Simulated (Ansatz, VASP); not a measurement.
# PbO (Litharge) in two plane-wave programs, part 2 of 2

Aim: how closely do two programs agree when they are given the same cell, functional and k mesh?  Other levels of theory on this material are compared in a session of their own.

VASP 6.6.1 and Ansatz 0.2.0.

So far. Step 2 (VASP: band structure, PBE, spin-orbit coupling): VASP adds spin-orbit coupling inside the spheres on scalar-relativistic partial waves, which describe the 6p1/2 states imperfectly, so such gaps can be off by a tenth of an eV or more. At this level the cell is under a pressure of 2.9 GPa, so at these settings it is away from equilibrium.

The database entry behind the starting cell differs from later determinations by our own check (an axis about 0.4 % long against later determinations), so it need not match the best structure at ambient conditions.

## 3. Ansatz: band structure, PBE, spin-orbit coupling

Level of this step: Ansatz beside VASP: Kohn-Sham DFT, plane waves, PBE, spin-orbit coupling (Ansatz).

Ansatz runs on its fully relativistic PAW (standard-fr) files.

The same cell, functional, mesh and smearing now go to Ansatz, which takes its cutoff from its data sets.

Input file input.yaml:

```yaml
crystal:
  lattice:
    - [3.99, 0.0, 0.0]
    - [0.0, 3.99, 0.0]
    - [0.0, 0.0, 5.01]
  atoms:
    - { symbol: Pb, position: [0.0, 0.5, 0.24] }
    - { symbol: Pb, position: [0.5, 0.0, 0.76] }
    - { symbol: O, position: [0.0, 0.0, 0.0] }
    - { symbol: O, position: [0.5, 0.5, 0.0] }
hamiltonian:
  xc: pbe
  pseudopotentials: { kind: paw_fr }
magnetization:
  noncollinear: true
  spin_orbit: true
kpoints:
  mp_grid: { grid: [4, 4, 3] }
  band_path:
    path:
      - [0.0, 0.0, 0.0]
      - [0.0, 0.13333, 0.0]
      - [0.0, 0.3, 0.0]
      - [0.0, 0.46667, 0.0]
      - [0.1, 0.5, 0.0]
      - [0.26667, 0.5, 0.0]
      - [0.43333, 0.5, 0.0]
      - [0.5, 0.5, 0.0]
      - [0.43333, 0.43333, 0.0]
      - [0.26667, 0.26667, 0.0]
      - [0.1, 0.1, 0.0]
      - [0.06667, 0.06667, 0.0]
      - [0.0, 0.0, 0.03333]
      - [0.0, 0.0, 0.2]
      - [0.0, 0.0, 0.36667]
      - [0.0, 0.0, 0.5]
      - [0.0, 0.16667, 0.5]
      - [0.0, 0.3, 0.5]
      - [0.0, 0.46667, 0.5]
      - [0.1, 0.5, 0.5]
      - [0.26667, 0.5, 0.5]
      - [0.43333, 0.5, 0.5]
      - [0.43333, 0.43333, 0.5]
      - [0.26667, 0.26667, 0.5]
      - [0.1, 0.1, 0.5]
      - [0.0, 0.5, 0.03333]
      - [0.0, 0.5, 0.2]
      - [0.0, 0.5, 0.36667]
      - [0.5, 0.5, 0.0]
      - [0.5, 0.5, 0.16667]
      - [0.5, 0.5, 0.33333]
      - [0.5, 0.5, 0.5]
    npoints: 1
scf:
  occupations: { method: gaussian, width: 0.02 }
  n_extra_bands: 16
output:
  forces: true
  stress: true
  eigenvalues: true
  write_density: true
  write_potential: true
  elf: true
  volumetric_format: npy
```

The run is started by

```bash
$ ansatz run input.yaml --threads 2 --pin off --max-ram 4608MiB --backend cpu --events-out ev --progress --plain --runs-dir out
```

Numbers of over 12 decimals in the logs are rounded to 6 here.

Output:

```text
scf.n_extra_bands = 16 over 40 filled bands (N_el = 40.0): the run solves 56 bands
Engine: ansatz 0.2.0, aarch64-unknown-linux-gnu
Pseudopotentials: kind: paw_fr
Pseudopotential: Pb, paw_fr, valence charge 14, recommended cutoff 420 eV (normal), Pb.paw.azcp#standard-fr
Pseudopotential: O, paw_fr, valence charge 6, recommended cutoff 420 eV (normal), O.paw.azcp#standard-fr
Functional definition: PBE
  parameter kappa = 0.804
  parameter beta = 0.066725
  exchange = pbe_x(kappa = kappa, mu = beta*pi^2/3)
  correlation = pbe_c(beta = beta)
non-collinear run that drives no moment, with spin-orbit: no starting moment large enough to seed its density (crystal.atoms[].spin), no starting occupations that ask for one, no magnetisation constraint and no magnetic field, so the semilocal B_xc is pinned to zero
Crystal: 4 atoms, lattice volume = 79.760 Å³
Basis set: ecut = 420 eV, 1569 PW (Γ), exchange–correlation on 54×54×72 points (8 copies of the dense FFT grid, shifted against one another)
Bands: 56, of which v1, the nominal top of the filled ones, is band 40 counted from 1 (39 counted from 0)
Symmetry: 16 space group operations + 16 with time reversal
Magnetic group: BNS 129.412 (UNI 1072), of the structure as read, at distance tolerance 4.3e-5 Å
k-points: 12 of 48
Projection manifold: j_resolved (fully-relativistic pseudo-atomic orbitals)
Non-local potential: Pb, projectors of the file, l = 0: 2, l = 1: 4, l = 2: 4, l = 3: 4
Non-local potential: O, projectors of the file, l = 0: 2, l = 1: 4, l = 2: 2
PAW form: soft (Blöchl's): semilocal exchange-correlation on the pseudo side does not see the compensation charge
PAW one-centre angular grid: Pb, 590 points (default); XC on 96 Gauss nodes
PAW one-centre angular grid: O, 110 points (default); XC on 64 Gauss nodes
Initial density: superposition of atomic densities (chi_scale 0.1, normalization cell, long waves kept (reshape's long-wave potential 0.12 eV rms))
Initial wavefunctions: pseudopotential atomic-orbital guess
Functional: x = pbe(κ = 0.804, μ = 0.219515), c = pbe(β = 0.066725)
SCF iter   1: F=—  HF=-25024.418365 eV  |F-HF|=—  |Δ(HF+E_count)|=         —  Δρ=4.36e-2  dr2=1.77e0  dr2_m=0.00e0 (ungated)  ethr=3.10e-3  |M|=0.00e0 ∫|m|=0.00e0 μB  |m|>n=0.0e0 m-floor=0.0e0 τ_xc=0.0e0  β_m=0.30  ⟨swp⟩=7.6  Hψ=1878  notcnv=0  defer=38
preconditioner: auto → Resta (q_TF=auto, 2.432 Å⁻¹)  ε∞=3.2  [insulator: Δε(μ)=1.390 eV  Ē_g=17.600 eV  σ=0.020 eV  W_gap=1.00  n_scr=18 (ndim 8)  ℏωp=26.3 eV  f_vac=0.000  D(μ)=0.00/eV (n_scr^D=0)  ε∞_Penn≈3.2]
spin=Noncollinear: Resta preconditioning applied to the charge; magnetization (m_x, m_y, m_z) channels mix plain (no charge-response kernel on spin).
SCF iter   2: F=—  HF=-25024.109000 eV  |F-HF|=—  |Δ(HF+E_count)|=   3.09e-1  Δρ=2.69e-2  dr2=5.76e-1  dr2_m=0.00e0 (ungated)  ethr=3.10e-3  |M|=0.00e0 ∫|m|=0.00e0 μB  |m|>n=0.0e0 m-floor=0.0e0 τ_xc=0.0e0  β_m=0.45  ⟨swp⟩=2.3  Hψ=453  notcnv=0  defer=130
SCF iter   3: F=—  HF=-25024.010770 eV  |F-HF|=—  |Δ(HF+E_count)|=   9.82e-2  Δρ=1.10e-2  dr2=1.07e-1  dr2_m=0.00e0 (ungated)  ethr=1.44e-3  |M|=0.00e0 ∫|m|=0.00e0 μB  |m|>n=0.0e0 m-floor=0.0e0 τ_xc=0.0e0  β_m=0.50  ⟨swp⟩=2.6  Hψ=506  notcnv=0  defer=132
SCF iter   4: F=—  HF=-25024.011369 eV  |F-HF|=—  |Δ(HF+E_count)|=   5.99e-4  Δρ=4.00e-3  dr2=1.07e-2  dr2_m=0.00e0 (ungated)  ethr=2.67e-4  |M|=0.00e0 ∫|m|=0.00e0 μB  |m|>n=0.0e0 m-floor=0.0e0 τ_xc=0.0e0  β_m=0.75  ⟨swp⟩=3.2  Hψ=542  notcnv=0  defer=132
SCF iter   5: F=—  HF=-25024.017355 eV  |F-HF|=—  |Δ(HF+E_count)|=   5.99e-3  Δρ=5.94e-4  dr2=3.17e-4  dr2_m=0.00e0 (ungated)  ethr=2.68e-5  |M|=0.00e0 ∫|m|=0.00e0 μB  |m|>n=0.0e0 m-floor=0.0e0 τ_xc=0.0e0  β_m=0.88  ⟨swp⟩=2.9  Hψ=414  notcnv=0  defer=132
SCF iter   6: F=—  HF=-25024.017925 eV  |F-HF|=—  |Δ(HF+E_count)|=   5.71e-4  Δρ=1.54e-4  dr2=1.97e-5  dr2_m=0.00e0 (ungated)  ethr=7.93e-7  |M|=0.00e0 ∫|m|=0.00e0 μB  |m|>n=0.0e0 m-floor=0.0e0 τ_xc=0.0e0  β_m=0.94  ⟨swp⟩=2.2  Hψ=432  notcnv=0  defer=132
SCF iter   7: F=—  HF=-25024.017970 eV  |F-HF|=—  |Δ(HF+E_count)|=   4.43e-5  Δρ=3.21e-5  dr2=9.29e-7  dr2_m=0.00e0 (ungated)  ethr=4.92e-8  |M|=0.00e0 ∫|m|=0.00e0 μB  |m|>n=0.0e0 m-floor=0.0e0 τ_xc=0.0e0  β_m=0.96  ⟨swp⟩=2.8  Hψ=575  notcnv=0  defer=132
SCF iter   8: F=-25024.017972 eV  HF=-25024.017972 eV  |F-HF|=1.09e-7  |Δ(HF+E_count)|=   2.03e-6  Δρ=1.05e-5  dr2=9.71e-8  dr2_m=0.00e0 (ungated)  ethr=2.50e-10  |M|=0.00e0 ∫|m|=0.00e0 μB  |m|>n=0.0e0 m-floor=0.0e0 τ_xc=0.0e0  ⟨swp⟩=18.1  Hψ=3318  notcnv=0
SCF 1 converged in 8 iterations: F = -25024.017972 eV  dr2 = 9.71e-8
  Residual-converged pass: ⟨swp⟩=3.0  Hψ=624  notcnv=0  max |occ|·‖R‖ = 6.9e-9 eV (tolerance 1.0e-8 eV)  dr2=9.71e-8  dr2_m=0.00e0 (ungated)  dr2_onsite=1.01e-8  max |Δocc| = 0.0e0
  greatest PAW one-centre occupation: 0.982 electrons in one spin orbital (limit 2), on the Pb atom at site 0 (counted from 0), in its partial waves of l = 2
NSCF: frozen V_eff on 32 k-points
SCF converged after 8 iterations
Magnetization: |M| = 0.0000 μB,  M = (+0.0000, +0.0000, +0.0000) μB
Absolute magnetization: 0.0000 μB (∫|m|)
  site 0: m = (+0.0000, +0.0000, +0.0000) μB, |m| = 0.0000 μB  (R = 0.96 Å)
  site 1: m = (+0.0000, +0.0000, +0.0000) μB, |m| = 0.0000 μB  (R = 0.96 Å)
  site 2: m = (+0.0000, +0.0000, +0.0000) μB, |m| = 0.0000 μB  (R = 0.96 Å)
  site 3: m = (+0.0000, +0.0000, +0.0000) μB, |m| = 0.0000 μB  (R = 0.96 Å)
Free energy (F): -25024.017972 eV
Harris-Foulkes:  -25024.017972 eV  (|F-HF|=1.09e-7)
Internal energy: -25024.017972 eV  (E = F + TS)
E sigma→0 (E₀):  -25024.017972 eV
Fermi energy:    8.980210 eV
--- Per-component energies (eV) ---
  E_band       = -104.885897
  E_kinetic    = 928.712488
  E_local      = -3094.245849  (includes V_loc(G=0)·N_el)
  E_nonlocal   = 799.465651
  E_hartree    = 1229.043798
  E_xc         = -588.582703
  E_vxc        = -452.763325  (∫ρ·V_xc dr)
  E_paw        = -21208.046207  (= ΣΔE_a)
  E_vpaw       = -744.152003  (= ΣTr[D̂ρ^β])
  E_aug_tail   = 0.004818  (compensation charges beyond the density's cutoff)
  E_ewald      = -3090.369968
  E_smearing   = -0.000000  (= −TS)
  E_closure    = 0.000000  (closes the sum)
  Σ components = -25024.017972   (vs F -25024.017972, Δ=0.00e0)
--- Forces (eV/Å), atoms counted from 1 ---
  atom   1  Pb     0.00000000     0.00000000     0.02361877
  atom   2  Pb     0.00000000     0.00000000    -0.02361877
  atom   3  O      0.00000000     0.00000000     0.00000000
  atom   4  O      0.00000000     0.00000000     0.00000000
  max |Σ_I F_I| component: 0.00e0 eV/Å
--- Stress (GPa, compression-positive) ---
        3.029012       0.000000       0.000000
        0.000000       3.029012       0.000000
        0.000000       0.000000       2.307917
  P = ⅓ Tr σ = 2.7886 GPa (27.886 kbar)
--- Band table (eV; the first three rows and the last of 12) ---
  k-point 0: bands = [... 36 lower, 6.8697, 6.8697, 8.4234, 8.4234, 10.6681, 10.6681, 12.8412, 12.8412, ... 12 higher]
  k-point 1: bands = [... 36 lower, 6.8561, 6.8561, 7.7805, 7.7805, 10.2761, 10.2761, 12.0847, 12.0847, ... 12 higher]
  k-point 2: bands = [... 36 lower, 6.5067, 6.5067, 8.1852, 8.1852, 11.5823, 11.5823, 11.9955, 11.9955, ... 12 higher]
  k-point 11: bands = [... 36 lower, 7.3964, 7.3964, 7.3964, 7.3964, 10.8575, 10.8575, 10.8575, 10.8575, ... 12 higher]
```

Run time: 15 s. Hardware: 2 threads of Arm Neoverse V2, shared host; peak memory 0.54 GiB; 30 s of CPU time.

## 4. Differences

Known differences besides the potentials themselves: spin-orbit coupling enters by fully relativistic files in Ansatz and inside the spheres in VASP; the cutoff is 420 eV in Ansatz and 520 eV in VASP. Total energies have different zeros and are not compared.

Both answers:

| quantity | Ansatz | VASP | difference |
| --- | --- | --- | --- |
| pressure (GPa) | 2.79 | 2.92 | -0.13 |
| pressure without Ansatz's Pulay correction (GPa) | 2.48 | 2.92 | -0.44 |
| gap over the path points (eV) | 1.111 | 1.137 | -0.026 |

Forces (eV/Å; atoms numbered as in POSCAR):

| atom | Ansatz x, y, z | VASP x, y, z |
| --- | --- | --- |
| Pb1 | 0.000, 0.000, 0.024 | 0.000, 0.000, 0.055 |
| Pb2 | 0.000, 0.000, -0.024 | 0.000, 0.000, -0.055 |
| O3 | 0.000, 0.000, 0.000 | 0.000, 0.000, 0.000 |
| O4 | 0.000, 0.000, 0.000 | 0.000, 0.000, 0.000 |

Levels at points of the path, from each program's valence-band top (eV; 8 filled, then empty):

| k (reciprocal lattice) | Ansatz | VASP |
| --- | --- | --- |
| 0.000 0.000 0.000 | -1.76 -1.76 -1.70 -1.70 -1.56 -1.56 0.00 0.00 2.24 2.24 4.42 4.42 5.16 5.16 | -1.71 -1.71 -1.68 -1.68 -1.53 -1.53 -0.01 -0.01 2.28 2.28 4.61 4.61 5.22 5.22 |
| 0.000 0.133 0.000 | -2.12 -2.12 -1.75 -1.75 -1.68 -1.68 -0.01 -0.01 2.68 2.68 4.02 4.02 5.08 5.08 | -2.08 -2.08 -1.72 -1.72 -1.65 -1.65 -0.01 -0.01 2.73 2.73 4.13 4.13 5.17 5.17 |
| 0.000 0.300 0.000 | -2.63 -2.63 -2.19 -2.19 -2.03 -2.03 -0.46 -0.46 3.13 3.13 3.58 3.58 5.13 5.13 | -2.60 -2.60 -2.15 -2.15 -2.01 -2.01 -0.45 -0.45 3.18 3.18 3.61 3.61 5.22 5.22 |
| 0.000 0.467 0.000 | -3.03 -3.03 -2.78 -2.78 -1.83 -1.83 -1.48 -1.48 3.21 3.21 3.34 3.34 5.83 5.83 | -3.01 -3.01 -2.76 -2.76 -1.81 -1.81 -1.46 -1.46 3.24 3.24 3.37 3.37 5.93 5.93 |
| 0.100 0.500 0.000 | -2.73 -2.73 -2.69 -2.69 -1.67 -1.67 -1.57 -1.57 3.12 3.12 3.20 3.20 5.30 5.30 | -2.70 -2.70 -2.67 -2.67 -1.64 -1.64 -1.55 -1.55 3.15 3.15 3.23 3.23 5.40 5.40 |
| 0.267 0.500 0.000 | -2.20 -2.20 -2.05 -2.05 -1.49 -1.49 -1.33 -1.33 2.27 2.27 2.33 2.33 4.94 4.94 | -2.17 -2.17 -2.03 -2.03 -1.45 -1.45 -1.31 -1.31 2.30 2.30 2.36 2.36 5.00 5.00 |
| 0.433 0.500 0.000 | -1.75 -1.75 -1.70 -1.70 -1.10 -1.10 -1.08 -1.08 1.21 1.21 1.29 1.29 5.14 5.14 | -1.73 -1.73 -1.69 -1.69 -1.07 -1.07 -1.05 -1.05 1.24 1.24 1.31 1.31 5.16 5.16 |
| 0.500 0.500 0.000 | -1.69 -1.69 -1.69 -1.69 -1.03 -1.03 -1.03 -1.03 1.11 1.11 1.11 1.11 5.24 5.24 | -1.68 -1.68 -1.68 -1.68 -1.00 -1.00 -1.00 -1.00 1.14 1.14 1.14 1.14 5.25 5.25 |
| 0.433 0.433 0.000 | -1.92 -1.92 -1.56 -1.56 -1.27 -1.27 -1.05 -1.05 1.31 1.31 1.44 1.44 5.09 5.09 | -1.91 -1.91 -1.55 -1.55 -1.24 -1.24 -1.02 -1.02 1.34 1.34 1.46 1.46 5.11 5.11 |
| 0.267 0.267 0.000 | -2.80 -2.80 -2.64 -2.64 -1.23 -1.23 -0.63 -0.63 2.74 2.74 3.13 3.13 4.44 4.44 | -2.77 -2.77 -2.62 -2.62 -1.20 -1.20 -0.61 -0.61 2.78 2.78 3.17 3.17 4.49 4.49 |

The forces differ by 13 meV/Å r.m.s., which is 57.0 % of the r.m.s. force of 0.02 eV/Å (both taken over all components). Among the levels compared at these points, filled levels agree within 54 meV and empty ones within 193 meV. Ansatz's pressure holds a Pulay correction of 0.31 GPa; VASP's holds none.

## 5. What the set-up changes

Further runs change the set-up of one program: Ansatz's method, potentials or start, or VASP's data sets, cutoff or form of LDA. The table gives Ansatz less VASP for each quantity, since a change that brings one quantity closer may part another.

| run | r.m.s. force difference (meV/Å) | pressure (GPa) | gap over the path points (eV) |
| --- | --- | --- | --- |
| as above | 13 | -0.13 | -0.026 |
| Ansatz's larger PAW set (cutoff 900 eV) | 10.0 | -0.076 | -0.020 |
| norm-conserving potentials (cutoff 1143 eV) | 24 | 0.49 | -0.038 |

## 6. Summary of results

| Quantity | Value |
| --- | --- |
| r.m.s. force difference (band structure, PBE, spin-orbit coupling) | 13 meV/Å |

**Reading.** The r.m.s. force difference is 13 meV/Å (band structure, PBE, spin-orbit coupling), beyond the 12 meV/Å picked in this series as the mark of a large difference. Band structure, PBE, spin-orbit coupling, Ansatz's larger PAW set (cutoff 900 eV): the difference in pressure goes from -0.13 to -0.076 GPa. Band structure, PBE, spin-orbit coupling, norm-conserving potentials (cutoff 1143 eV): r.m.s. force difference goes from 13 to 24 meV/Å; the difference in pressure goes from -0.13 to 0.49 GPa; the difference in gap over the path points goes from -0.026 to -0.038 eV. 15 further runs of this series are not shown here. How closely two codes agree says nothing of how well the functional describes the real material.

[Lines on the potential files, build, host, timing and source positions are cut from VASP's logs without a mark.]

[Logs are printed without paths, hosts, clocks, repeated set-up lines and the standing remarks that a program may print on its own settings, such as how far it seeks lower states.]

[Hosts, paths, dates, database ids (printed as entryN), source tags and the programs' standing remarks are cut or masked in the printed files.]
